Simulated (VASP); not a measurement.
# SiF (Pm-3m) in VASP: a series of runs, part 2 of 2

VASP 6.6.1. Earlier steps stand in the parts before.

## 8. Equation of state, r2SCAN, 14.45 Å³/atom (volume scaled by 1.04)

The input, INCAR:

```
  PREC = Accurate
  ENCUT = 520
  EDIFF = 1E-7
  ISMEAR = -1
  SIGMA = 0.05
  LREAL = F
  LASPH = T
  NELM = 80
  ALGO = Normal
  ISIF = 2
  LWAVE = F
  LCHARG = F
  METAGGA = R2SCAN
  LMIXTAU = T
```

The input, KPOINTS:

```
regular mesh
0
Gamma
  9 9 9
```

The input, POSCAR:

```
SiF
1.0
    3.0684545704      0.0000000000      0.0000000000
    0.0000000000      3.0684545704      0.0000000000
    0.0000000000      0.0000000000      3.0684545704
Si F
1 1
Direct
    0.5000000000      0.5000000000      0.5000000000
    0.0000000000      0.0000000000      0.0000000000
```

The run is started by

```console
$ cat potpaw_PBE.64/Si/POTCAR potpaw_PBE.64/F/POTCAR > POTCAR
$ mpirun -np 1 vasp_std > vasp.out
```

It took 15 s on 1 thread of Intel Xeon 6975P-C (Granite Rapids), shared host; peak memory 0.13 GiB.

The run converged. Its results:

| Property | Result |
| --- | --- |
| Free energy | -12.1497 eV |
| Pressure | -3.0 GPa |
| Band gap on the k mesh | none (metal or under the smearing width) |

Caveat: the PAW data sets were made with another functional, which shifts forces and pressure a little; an odd number of electrons without spin polarisation forces a metal; a magnetic or distorted state may lie lower.

## 9. Equation of state, r2SCAN, 14.72 Å³/atom (volume scaled by 1.06)

The input, INCAR:

```
SYSTEM = SiF
ALGO     = Normal         ! electronic algorithm
EDIFF    = 1E-6           ! SCF threshold, eV
ENCUT    = 520            ! plane-wave cutoff, eV
ISIF     = 2              ! what is computed and relaxed
ISMEAR   = -1             ! smearing method
LASPH    = .True.         ! aspherical terms in the spheres
LCHARG   = .False.        ! write CHGCAR
LMIXTAU  = .True.       
LREAL    = .False.        ! projectors in reciprocal space
LWAVE    = .False.        ! write WAVECAR
METAGGA  = R2SCAN         ! meta-GGA
NELM     = 100            ! most SCF steps
PREC     = Accurate       ! precision mode
SIGMA    = 0.05           ! smearing width, eV
```

The input, KPOINTS:

```
k-points
0
Gamma
  9 9 9
  0 0 0
```

The input, POSCAR:

```
SiF
1.0
    3.0879993940      0.0000000000      0.0000000000
    0.0000000000      3.0879993940      0.0000000000
    0.0000000000      0.0000000000      3.0879993940
Si F
1 1
Direct
    0.5000000000      0.5000000000      0.5000000000
    0.0000000000      0.0000000000      0.0000000000
```

Potentials or basis: VASP PAW PBE potentials, release 64 (Si, F).

The run is started by

```console
$ cat potpaw_PBE.64/Si/POTCAR potpaw_PBE.64/F/POTCAR > POTCAR
$ mpirun -np 1 vasp_std > vasp.out
```

Wall time 13 s (1 thread of Intel Xeon 6975P-C (Granite Rapids), shared host); peak memory 0.14 GiB.

The run converged. Its results:

* Free energy: -12.1382 eV
* Pressure: -4.2 GPa
* Band gap on the k mesh: none (metal or under the smearing width)

Caveat: the PAW data sets were made with another functional, which shifts forces and pressure a little; an odd number of electrons without spin polarisation forces a metal; a magnetic or distorted state may lie lower.

## 10. Elastic constants, r2SCAN

The input, POSCAR:

```
SiF
1.0
    3.0286000000      0.0000000000      0.0000000000
    0.0000000000      3.0286000000      0.0000000000
    0.0000000000      0.0000000000      3.0286000000
Si F
1 1
Direct
    0.5000000000      0.5000000000      0.5000000000
    0.0000000000      0.0000000000      0.0000000000
```

The input, INCAR.step1:

```
SYSTEM = SiF
  PREC = Accurate
  ENCUT = 600
  EDIFF = 1E-8
  ISMEAR = 0
  SIGMA = 0.05
  LREAL = .FALSE.
  LASPH = .TRUE.
  NELM = 80
  ALGO = Normal
  ISIF = 3
  LWAVE = .FALSE.
  LCHARG = .FALSE.
  METAGGA = R2SCAN
  LMIXTAU = .TRUE.
  IBRION = 2
  NSW = 40
  EDIFFG = -0.002
```

The input, INCAR.step2:

```
SYSTEM = SiF
  PREC = Accurate
  ENCUT = 600
  EDIFF = 1E-8
  ISMEAR = 0
  SIGMA = 0.05
  LREAL = .FALSE.
  LASPH = .TRUE.
  NELM = 80
  ALGO = Normal
  ISIF = 3
  LWAVE = .FALSE.
  LCHARG = .FALSE.
  METAGGA = R2SCAN
  LMIXTAU = .TRUE.
  IBRION = 6
  NFREE = 2
  POTIM = 0.015
  NSW = 1
```

The input, KPOINTS:

```
regular mesh
0
G
  7 7 7
  0 0 0
```

Potentials or basis: VASP PAW PBE potentials, release 64 (Si, F).

The run is started by

```console
$ cat potpaw_PBE.64/Si/POTCAR potpaw_PBE.64/F/POTCAR > POTCAR
$ cp INCAR.step1 INCAR
$ mpirun -np 1 vasp_std > vasp.out
$ cp CONTCAR POSCAR
$ cp INCAR.step2 INCAR
$ mpirun -np 1 vasp_std > vasp.out
```

OUTCAR:

```text
SYSTEM = SiF
   PREC = Accurate
   ENCUT = 600
   EDIFF = 1E-8
   ISMEAR = 0
   LREAL = .FALSE.
   LASPH = .TRUE.
   NELM = 80
   ISIF = 3
   METAGGA = R2SCAN
   IBRION = 6
   NFREE = 2
   POTIM = 0.015
   NSW = 1

 ion  position               nearest neighbor table
   1  0.500  0.500  0.500-
   2  0.000  0.000  0.000-

  LATTYP: Found a simple cubic cell.
 ALAT       =     3.0218242588

  Lattice vectors:

 A1 = (   3.0218242588,   0.0000000000,   0.0000000000)
 A2 = (   0.0000000000,   3.0218242588,   0.0000000000)
 A3 = (   0.0000000000,   0.0000000000,   3.0218242588)

Analysis of symmetry for initial positions (statically):
=====================================================================
 Subroutine PRICEL returns:
 Original cell was already a primitive cell.

 Routine SETGRP: Setting up the symmetry group for a
 simple cubic supercell.

 Subroutine GETGRP returns: Found 48 space group operations
 (whereof 48 operations were pure point group operations)
 out of a pool of 48 trial point group operations.

The static configuration has the point symmetry O_h .

Analysis of symmetry for dynamics (positions and initial velocities):
=====================================================================
 Subroutine PRICEL returns:
 Original cell was already a primitive cell.
[... 649 lines left out ...]
  Total       -0.0039217      0.0023826      0.0023826     -0.0000000      0.0000000      0.0000000
  in kB       -0.2277082      0.1383429      0.1383429     -0.0000000      0.0000000      0.0000000
  external PRESSURE =       0.0163259 kB  Pullay stress =       0.0000000 kB
[... 17 lines left out ...]
  FREE ENERGIE OF THE ION-ELECTRON SYSTEM (eV)
  ---------------------------------------------------
  free  energy   TOTEN  =       -12.1806387810 eV

  energy  without entropy=      -12.1786759972  energy(sigma->0) =      -12.17965739

 INTERNAL STRAIN TENSORS FROM STRAINED CELLS
 ============================================

 INTERNAL STRAIN TENSOR FOR ION    1 for displacements in x,y,z  (eV/Angst):
          X           Y           Z          XY          YZ          ZX
  --------------------------------------------------------------------------------
  x     0.00000     0.00000     0.00000     0.00000     0.00000     0.00000
  y     0.00000     0.00000     0.00000     0.00000     0.00000     0.00000
  z     0.00000     0.00000     0.00000     0.00000     0.00000     0.00000

 INTERNAL STRAIN TENSORS FROM DISPLACED ATOMS
 ============================================

 INTERNAL STRAIN TENSOR FOR ION    1 for displacements in x,y,z  (eV/Angst):
          X           Y           Z          XY          YZ          ZX
  --------------------------------------------------------------------------------
  x     0.00000     0.00000     0.00000     0.00000     0.00000     0.00000
  y     0.00000     0.00000     0.00000     0.00000     0.00000     0.00000
  z     0.00000     0.00000     0.00000     0.00000     0.00000     0.00000

 INTERNAL STRAIN TENSOR FOR ION    2 for displacements in x,y,z  (eV/Angst):
          X           Y           Z          XY          YZ          ZX
  --------------------------------------------------------------------------------
  x     0.00000     0.00000     0.00000     0.00000     0.00000     0.00000
  y     0.00000     0.00000     0.00000     0.00000     0.00000     0.00000
  z     0.00000     0.00000     0.00000     0.00000     0.00000     0.00000

 Eigenvectors and eigenvalues of the dynamical matrix
 ----------------------------------------------------

   1 f  =    0.016365 THz     0.102825 2PiTHz    0.545881 cm-1     0.067681 meV
             X         Y         Z           dx          dy          dz
      1.510912  1.510912  1.510912     0.000000   -0.770046   -0.000000
      0.000000  0.000000  0.000000     0.000000   -0.637989    0.000000
[... 21 lines left out ...]
   6 f/i=    4.552809 THz    28.606141 2PiTHz  151.865353 cm-1    18.828896 meV
             X         Y         Z           dx          dy          dz
      1.510912  1.510912  1.510912     0.637989   -0.000000    0.000000
      0.000000  0.000000  0.000000    -0.770046    0.000000    0.000000

--------------------------------------------------------------------------------------------------------

 ELASTIC MODULI CONTR FROM IONIC RELAXATION (kBar)
 Direction    XX          YY          ZZ          XY          YZ          ZX
 --------------------------------------------------------------------------------
 XX           0.0000      0.0000      0.0000      0.0000      0.0000      0.0000
 YY           0.0000      0.0000      0.0000      0.0000      0.0000      0.0000
 ZZ           0.0000      0.0000      0.0000      0.0000      0.0000      0.0000
 XY           0.0000      0.0000      0.0000      0.0000      0.0000      0.0000
 YZ           0.0000      0.0000      0.0000      0.0000      0.0000      0.0000
 ZX           0.0000      0.0000      0.0000      0.0000      0.0000      0.0000
 --------------------------------------------------------------------------------

 TOTAL ELASTIC MODULI (kBar)
 Direction    XX          YY          ZZ          XY          YZ          ZX
 --------------------------------------------------------------------------------
 XX       -2017.0312   2239.7111   2239.7111     -0.0000      0.0000     -0.0000
 YY        2239.7111  -2017.0312   2239.7111      0.0000     -0.0000     -0.0000
 ZZ        2239.7111   2239.7111  -2017.0312      0.0000     -0.0000     -0.0000
 XY          -0.0000      0.0000      0.0000  -1040.6471      0.0000      0.0000
 YZ           0.0000     -0.0000     -0.0000      0.0000  -1040.6471      0.0000
 ZX          -0.0000     -0.0000     -0.0000      0.0000      0.0000  -1040.6471
 --------------------------------------------------------------------------------
```

OUTCAR.step1:

```text
SYSTEM = SiF
   PREC = Accurate
   ENCUT = 600
   EDIFF = 1E-8
   ISMEAR = 0
   LREAL = .FALSE.
   LASPH = .TRUE.
[... 506 lines left out ...]
      1.51091      1.51091      1.51091        -0.000000      0.000000      0.000000
      0.00000      0.00000      0.00000         0.000000      0.000000      0.000000
 -----------------------------------------------------------------------------------
    total drift:                               -0.000000      0.000000      0.000000

  FREE ENERGIE OF THE ION-ELECTRON SYSTEM (eV)
  ---------------------------------------------------
  free  energy   TOTEN  =       -12.1808029297 eV

  energy  without entropy=      -12.1788384433  energy(sigma->0) =      -12.17982069

 reached required accuracy - stopping structural energy minimisation
```

OSZICAR.step1:

```text
N       E                     dE             d eps       ncg     rms          rms(c)
DAV:   1     0.264929572331E+02    0.26493E+02   -0.57994E+03   360   0.121E+03
DAV:   2    -0.152738182760E+02   -0.41767E+02   -0.40307E+02   480   0.182E+02
DAV:   3    -0.165229845281E+02   -0.12492E+01   -0.12468E+01   430   0.321E+01
[... 25 lines left out ...]
DAV:   7    -0.121808013132E+02   -0.37290E-05   -0.20325E-06   372   0.220E-02    0.396E-04
DAV:   8    -0.121808026594E+02   -0.13462E-05   -0.15691E-06   363   0.168E-02    0.581E-04
DAV:   9    -0.121808029657E+02   -0.30634E-06   -0.12064E-07   364   0.482E-03    0.177E-04
DAV:  10    -0.121808029253E+02    0.40449E-07   -0.12674E-08   198   0.142E-03    0.126E-04
DAV:  11    -0.121808029297E+02   -0.43880E-08   -0.85348E-09   195   0.120E-03
   2 F= -.12180803E+02 E0= -.12179821E+02  d E =-.316087E-03
```

Wall time 4.4 min (1 thread of Intel Xeon 6975P-C (Granite Rapids), shared host); peak memory 0.19 GiB.

What came out:

```yaml
Relaxed_volume: 13.80 Å³/atom
Relaxed_cell: a = 3.022 Å, b = 3.022 Å, c = 3.022 Å, α = 90.00°, β = 90.00°, γ = 90.00°
Space_group_after_relaxing_to_0.05_Å: Pm-3m (No. 221)
Elastic_constants_C11_C12_C44: -202, 224, -104 GPa
Voigt_bulk_modulus: 82 GPa
Highest_phonon_frequency_at_Γ_LO-TO_splitting_left_out: 1 cm⁻¹
Most_unstable_mode: 152i cm⁻¹
```

The path:
```tsv
step	energy change (eV)	largest force (eV/Å)	pressure (GPa)	volume (Å³)
1	0.0000	0.0000	-0.53	27.78
2	-0.0003	0.0000	0.00	27.59
```

Final structure:
```
Si F
1.0
     3.02182    0.00000    0.00000
     0.00000    3.02182    0.00000
     0.00000    0.00000    3.02182
Si F
1 1
Direct
  0.50000 0.50000 0.50000
  0.00000 0.00000 0.00000
```

Phonon frequencies in cm⁻¹ (negative: imaginary):
```tsv
q point	frequencies
(0.000, 0.000, 0.000)	-152 -152 -152 1 1 1
```

Elastic tensor in Voigt notation (GPa, in the Cartesian axes of the cell as first typed):
```
-202  224  224    0    0    0
 224 -202  224    0    0    0
 224  224 -202    0    0    0
   0    0    0 -104    0    0
   0    0    0    0 -104    0
   0    0    0    0    0 -104
```

Clamped-ion elastic tensor (GPa):
```
-202  224  224    0    0    0
 224 -202  224    0    0    0
 224  224 -202    0    0    0
   0    0    0 -104    0    0
   0    0    0    0 -104    0
   0    0    0    0    0 -104
```

Caveat: some modes are imaginary; the elastic tensor has a negative eigenvalue, so either the cell is unstable as it stands or the mesh is too thin; the PAW data sets were made with another functional, which shifts forces and pressure a little.

## 11. Equation of state, r2SCAN

This step only gathers the single runs of the series.

Results:

```
Equilibrium volume                      : 13.90 Å³/atom
Bulk modulus                            : 77 GPa
Pressure derivative of the bulk modulus : 4.7
```

Energy against volume, from the lowest point:
```tsv
volume (Å³/atom)	energy (meV/atom)
13.056	13.99
13.334	6.08
13.612	1.51
13.890	0.00
14.168	1.17
14.445	4.75
14.723	10.48
```

Caveat: the PAW data sets were made with another functional, which shifts forces and pressure a little.
